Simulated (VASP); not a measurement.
```
SrCl2
1.0
    0.00000     3.26169     3.26169
    3.26169     0.00000     3.26169
    3.26169     3.26169     0.00000
Sr Cl
1 2
Direct
  0.00000   0.00000   0.00000
  0.25000   0.25000   0.25000
  0.75000   0.75000   0.75000
```

Calculation: PBEsol GGA, VASP's PBE PAW potentials (set 64) (plane waves; VASP). Settings: 500 eV cut-off, 6×6×6 Γ-centred mesh, Gaussian smearing of 0.050 eV, potentials Sr_sv Cl.

Q: Estimate the energy per atom (σ→0), pressure, band gap (on the k-mesh) with the smallest direct gap where there is one.

A: 
| Quantity | Value |
|---|---|
| band gap (on the k-mesh) | 5.13 eV |
| smallest direct gap (on the k-mesh) | 5.13 eV |
| energy per atom (σ→0) | -4.328 eV/atom |
| pressure | 9.96 GPa |

The absolute energy has meaning only against runs of the same code, potentials and settings.

The compound is SrCl2 in the fluorite structure. It was relaxed first under an external pressure of 10 GPa.
